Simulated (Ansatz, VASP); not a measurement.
# Fe2O3 (Hematite): VASP beside Ansatz

One calculation is typed for both programs; each brings its own data sets and cutoff. How far apart do they land? The cell comes out of the VASP series on this material, whose earlier steps may have relaxed, scaled or displaced it; both programs get it as it stands.

Program: Ansatz 0.2.0. Level of theory: plane waves, with VASP 6.6.1 beside it; zone-centre phonons at PBEsol, DFT+U. Results are calculated unless marked as measured.

### Step 1. The starting structure

Symmetry: R-3c, No. 167, trigonal system. The conventional cell has a = 5.069 Å, b = 5.069 Å, c = 13.692 Å, α = 90.00°, β = 90.00°, γ = 120.00°. Fe has 6 O at 1.97 to 2.10 Å nearest. Nearest to O lie 4 Fe at 1.97 to 2.10 Å. Farther neighbours and most contacts between anions are not listed.

### Step 2. Ansatz: zone-centre phonons, PBEsol, DFT+U

Ansatz runs on its default PAW (the set named soft_2) files.

Second derivatives magnify differences that forces hide, and they need a tight electronic threshold.

The input, input.yaml:

```yaml
crystal:
  lattice:
    - [2.5344226858, 1.4632496199, 4.5638943523]
    - [-2.5344226858, 1.4632496199, 4.5638943523]
    - [0.0, -2.9264992398, 4.5638943523]
  atoms:
    - { symbol: Fe, position: [0.3536889577, 0.3536889577, 0.3536889577], spin: 4.336 }
    - { symbol: Fe, position: [0.1463110423, 0.1463110423, 0.1463110423], spin: 4.336 }
    - { symbol: Fe, position: [0.6463110423, 0.6463110423, 0.6463110423], spin: 4.336 }
    - { symbol: Fe, position: [0.8536889577, 0.8536889577, 0.8536889577], spin: 4.336 }
    - { symbol: O, position: [0.5540698214, 0.9459301786, 0.25], spin: 0.37 }
    - { symbol: O, position: [0.25, 0.5540698214, 0.9459301786], spin: 0.37 }
    - { symbol: O, position: [0.9459301786, 0.25, 0.5540698214], spin: 0.37 }
    - { symbol: O, position: [0.4459301786, 0.0540698214, 0.75], spin: 0.37 }
    - { symbol: O, position: [0.75, 0.4459301786, 0.0540698214], spin: 0.37 }
    - { symbol: O, position: [0.0540698214, 0.75, 0.4459301786], spin: 0.37 }
hamiltonian:
  xc: pbesol
  pseudopotentials: { kind: paw }
  hubbard: { sites: [{ species: Fe, l: d, u_eff: 4.0 }] }
magnetization:
  spin_polarized: true
kpoints:
  mp_grid: { grid: [7, 7, 7] }
scf:
  occupations: { method: gaussian, width: 0.05 }
phonons:
  method: dfpt
  qpoints: [[0, 0, 0]]
```

The run is started by

```
ansatz run input.yaml --threads 4 --pin off --max-ram 9216MiB --backend cpu --events-out ev --progress --plain --runs-dir out
```

Numbers of over 12 decimals in the logs are rounded to 6 here.

The log of the run:

```text
Warning: where an SCF of this run starts from atoms to list the orders of its open shells, Fe (sites 0, 1, 2, 3, from 0) starts with 4.00 μB on its 3d shell, in the place of the 4.34 μB that the deck gives it: its open shells can hold no more by Hund's first rule. To start from spheres of the given moment, type scf.initial_density.shell_occupations: []
Fe: projections on atomic orbitals take those of the free atom [Ne] 3s2 3p6 3d6 4s2, of charge +0.00 (hamiltonian.pseudopotentials.projection_atoms); the dataset's partial waves leave at most 1.1e-6 of an orbital's norm unspanned inside its sphere
O: projections on atomic orbitals take those of the free atom [He] 2s2 2p4, of charge +0.00 (hamiltonian.pseudopotentials.projection_atoms); the dataset's partial waves leave at most 1.9e-8 of an orbital's norm unspanned inside its sphere
Engine: ansatz 0.2.0, aarch64-unknown-linux-gnu
Pseudopotentials: kind: paw
Pseudopotential: Fe, paw, valence charge 16, recommended cutoff 420 eV (normal), Fe.paw.azcp
Pseudopotential: O, paw, valence charge 6, recommended cutoff 420 eV (normal), O.paw.azcp
Functional definition: PBEsol
  exchange = pbesol_x
  correlation = pbesol_c
Crystal: 10 atoms, lattice volume = 101.551 Å³
Basis set: ecut = 420 eV, 1971 PW (Γ), exchange–correlation on 80×80×80 points (8 copies of the dense FFT grid, shifted against one another)
Bands: 72, of which v1, the nominal top of the filled ones, is band 50 counted from 1 (49 counted from 0)
Symmetry: 12 space group operations
Space group: R-3c (ITA 167), of the structure as read, at distance tolerance 4.7e-5 Å
Magnetic group: BNS 167.103 (UNI 1333), of the structure as read, at distance tolerance 4.7e-5 Å
k-points: 44 of 343
Non-local potential: Fe, projectors of the file, l = 0: 3, l = 1: 2, l = 2: 3, l = 3: 1
Non-local potential: O, projectors of the file, l = 0: 2, l = 1: 2, l = 2: 1
PAW form: soft (Blöchl's): semilocal exchange-correlation on the pseudo side does not see the compensation charge
PAW frozen core: Fe, regenerated for the run's functional, and the local potential with it (the file was generated under x = pbe(κ = 0.804, μ = 0.219515), c = pbe(β = 0.066725))
PAW frozen core: O, regenerated for the run's functional, and the local potential with it (the file was generated under x = pbe(κ = 0.804, μ = 0.219515), c = pbe(β = 0.066725))
PAW one-centre angular grid: Fe, 590 points (default); XC on 64 Gauss nodes
PAW one-centre angular grid: O, 110 points (default); XC on 64 Gauss nodes
Initial density: superposition of atomic densities (chi_scale 0.1, normalization cell, long waves kept (reshape's long-wave potential 0.01 eV rms))
Starting moments: Σ|m| = 19.564 μB on 10 of 10 sites
Initial wavefunctions: pseudopotential atomic-orbital guess
Functional: x = pbesol(κ = 0.804, μ = 0.123457), c = pbesol(β = 0.046)
SCF 1 converged in 15 iterations: F = -21149.712289 eV  dr2 = 1.08e-8
  greatest PAW one-centre occupation: 1.002 electrons in one spin orbital (limit 2), on the Fe atom at site 3 (counted from 0), in its partial waves of l = 1
k-points: 172 of 343 (irreducible under 1 space group operation, time reversal used)
Initial density: read from a saved state, or passed on in memory by an earlier SCF of this step, an earlier step, the calling program or the single point that the run made first
Stability of the state it starts from, as read at its close in the collinear treatment: not read negative (Ritz values of 1 − χ₀K, real part plus size of imaginary part, from 0.72 to 1.0, by its mixing steps under the symmetry group of the SCF that read it); its run was given moments
Starting moments: Σ|m| = 19.564 μB on 10 of 10 sites; this step starts from the density that it was given
iter 1 solved again at ethr=3.49e-8 eV; its pass at ethr=3.10e-3 eV (dr2=3.49e-5 eV) is discarded
SCF iter   1: F=—  HF=-21149.712288 eV  |F-HF|=—  |Δ(HF+E_count)|=         —  Δρ=2.72e-6 (↑1.13e-6 ↓2.72e-6)  dr2=9.51e-9  dr2_m=1.06e-9  M=20.000 μB ∫|m|=20.000 μB  β_m=0.30  ethr=3.49e-8  ⟨swp⟩=3.7  Hψ=159340  notcnv=0
preconditioner: auto → Resta (q_TF=auto, 2.721 Å⁻¹)  ε∞=5.8  [insulator: Δε(μ)=0.762 eV  Ē_g=13.858 eV  σ=0.050 eV  W_gap=1.00  n_scr=32 (ndim 8)  ℏωp=30.4 eV  f_vac=0.025  D(μ)=0.00/eV (n_scr^D=0)  ε∞_Penn≈5.8]
spin=Collinear: Resta preconditioning applied to the charge; magnetization (m = ρ↑ − ρ↓) channel mixes plain (no charge-response kernel on spin).
SCF iter   2: F=—  HF=-21149.712289 eV  |F-HF|=—  |Δ(HF+E_count)|=   6.43e-7  Δρ=1.69e-6 (↑6.65e-7 ↓1.69e-6)  dr2=3.63e-9  dr2_m=6.44e-10  M=20.000 μB ∫|m|=20.000 μB  β_m=0.54  ethr=9.51e-12  ⟨swp⟩=2.6  Hψ=43611  notcnv=0
SCF iter   3: F=—  HF=-21149.712289 eV  |F-HF|=—  |Δ(HF+E_count)|=   1.82e-9  Δρ=7.73e-7 (↑4.07e-7 ↓7.73e-7)  dr2=1.09e-9  dr2_m=8.54e-11  M=20.000 μB ∫|m|=20.000 μB  β_m=0.60  ethr=3.63e-12  ⟨swp⟩=2.3  Hψ=31043  notcnv=0
SCF iter   4: F=—  HF=-21149.712289 eV  |F-HF|=—  |Δ(HF+E_count)|=  3.67e-10  Δρ=2.40e-7 (↑1.53e-7 ↓2.40e-7)  dr2=1.15e-10  dr2_m=9.98e-12  M=20.000 μB ∫|m|=20.000 μB  β_m=0.80  ethr=1.09e-12  ⟨swp⟩=2.2  Hψ=34207  notcnv=0
SCF iter   5: F=—  HF=-21149.712289 eV  |F-HF|=—  |Δ(HF+E_count)|=  7.28e-11  Δρ=1.05e-7 (↑7.58e-8 ↓1.05e-7)  dr2=2.93e-11  dr2_m=3.05e-12  M=20.000 μB ∫|m|=20.000 μB  β_m=0.84  ethr=1.00e-12  ⟨swp⟩=1.0  Hψ=24768  notcnv=0
SCF iter   6: F=-21149.712289 eV  HF=-21149.712289 eV  |F-HF|=7.28e-12  |Δ(HF+E_count)|=  1.46e-11  Δρ=4.05e-8 (↑2.80e-8 ↓4.05e-8)  dr2=4.42e-12  dr2_m=8.27e-14  M=20.000 μB ∫|m|=20.000 μB  ethr=1.00e-12  ⟨swp⟩=5.1  Hψ=80951  notcnv=0
SCF 2 converged in 6 iterations: F = -21149.712289 eV  dr2 = 4.42e-12
NSCF: frozen V_eff on 44 k-points
NSCF: frozen V_eff on 44 k-points
DFPT response loops at q = (0, 0, 0) (fractional): preconditioner auto → Resta (q_TF=auto, 2.721 Å⁻¹)  ε∞=5.5 (no band partly filled); β = 1.00, the filter's whole step (`scf.mixing.beta` (0.30) is not read by the response loops at its default; to damp them type it under 1.00, their step now; it binds the ground state too); Anderson in place of MSR1
SCF converged after 6 iterations
Magnetization: 20.0000 μB (60.0000 up, 40.0000 down)
Absolute magnetization: 20.0000 μB (∫|ρ↑−ρ↓|, with the PAW one-centre terms)
Spin contamination: 0.0121 ħ² per cell (⟨S²⟩ above its minimum at these occupations)
Per-site moments (μB) at R_I (Å): [(3.923718, 0.811581), (3.923718, 0.811581), (3.923718, 0.811581), (3.923718, 0.811581), (0.399376, 0.811581), (0.399376, 0.811581), (0.399376, 0.811581), (0.399376, 0.811581), (0.399376, 0.811581), (0.399376, 0.811581)]
Free energy (F): -21149.712289 eV
Harris-Foulkes:  -21149.712289 eV  (|F-HF|=7.28e-12)
Internal energy: -21149.712289 eV  (E = F + TS)
E sigma→0 (E₀):  -21149.712289 eV
Fermi energy:    11.492666 eV
--- Per-component energies (eV) ---
  E_band       = -1392.137825
  E_kinetic    = 2383.650413
  E_local      = -12146.269550  (includes V_loc(G=0)·N_el)
  E_nonlocal   = 1198.051469
  E_hartree    = 4873.606855
  E_xc         = -890.409362
  E_vxc        = -1146.663799  (∫ρ·V_xc dr)
  E_hubbard    = 5.164833  (on-site DFT+U / exact-exchange correction)
  E_vhub       = -35.955856  (the Hubbard potential's part of the band-sum identity)
  E_paw        = -6252.690509  (= ΣΔE_a)
  E_vpaw       = -1392.181973  (= ΣTr[D̂ρ^β])
  E_aug_tail   = 0.017892  (compensation charges beyond the density's cutoff)
  E_ewald      = -10321.762865
  E_core_change = 0.928534  (= ΣΔE_core)
  E_smearing   = -0.000000  (= −TS)
  E_closure    = 0.000000  (closes the sum)
  Σ components = -21149.712289   (vs F -21149.712289, Δ=0.00e0)
--- Band table (eV; the first three rows and the last of 344) ---
  k-point 0 ↑: bands = [... 46 lower, 6.8443, 7.4790, 7.6271, 8.2264, 8.2264, 9.6268, 9.6268, 9.6944, ... 18 higher]
  k-point 1 ↑: bands = [... 46 lower, 6.8795, 7.6995, 7.7612, 8.3039, 8.3644, 9.2789, 9.5119, 9.5375, ... 18 higher]
  k-point 2 ↑: bands = [... 46 lower, 7.3281, 8.0348, 8.1211, 8.2502, 8.5016, 9.0334, 9.2228, 9.3968, ... 18 higher]
  k-point 171 ↓: bands = [... 46 lower, 12.8604, 12.8644, 12.9095, 12.9699, 13.0068, 13.0937, 13.6102, 13.6784, ... 18 higher]
Occupation matrices written to <dir>
--- Phonons (Γ-DFPT): 5 representative perturbations + reference (Σ response iterations 38) ---
  ASR residual: 3.940e-5 → 0.000e0 eV/Å²; symmetrization residual: 1.107e-6 eV/Å²
  ASR residual per site (eV/Å²): 3.02e-5 3.02e-5 3.02e-5 3.02e-5 3.94e-5 3.94e-5 3.94e-5 3.94e-5 3.94e-5 3.94e-5
  Γ frequencies (cm⁻¹): 0.00 0.00 0.00 173.34 226.18 229.55 229.55 233.15 233.15 271.47 271.47 273.17 295.03 295.03 311.75 311.75 354.71 387.22 409.92 409.92 424.85 424.85 489.35 497.19 504.93 504.93 580.26 580.26 591.53 666.54
  non-analytic LO–TO correction: not included (Born effective charges unavailable; polar crystals: no LO–TO splitting at Γ)
--- Phonons (arbitrary-q DFPT): 1 explicit q-point ---
  q = [0, 0, 0] (of the zone-centre solve; hermiticity 1.56e-7, symmetrization 2.02e-10): -0.00 -0.00 -0.00 173.34 226.18 229.55 229.55 233.15 233.15 271.47 271.47 273.17 295.03 295.03 311.75 311.75 354.71 387.22 409.92 409.92 424.85 424.85 489.35 497.19 504.93 504.93 580.26 580.26 591.53 666.54
  sum rule: each row above includes the acoustic sum rule's correction from the zone centre's row sums; it moved no ω² by more than (0.82 cm⁻¹)²
```

It took 9 min on 4 threads of Arm Neoverse V1, shared host; peak memory 5.9 GiB.

[end of part 1 of 3]

[Lines on the potential files, build, host, timing and source positions are cut from VASP's logs without a mark.]

[Logs are printed without paths, hosts, clocks, repeated set-up lines and the standing remarks that a program may print on its own settings, such as how far it seeks lower states.]

[Hosts, paths, dates, database ids (printed as entryN), source tags and the programs' standing remarks are cut or masked in the printed files.]
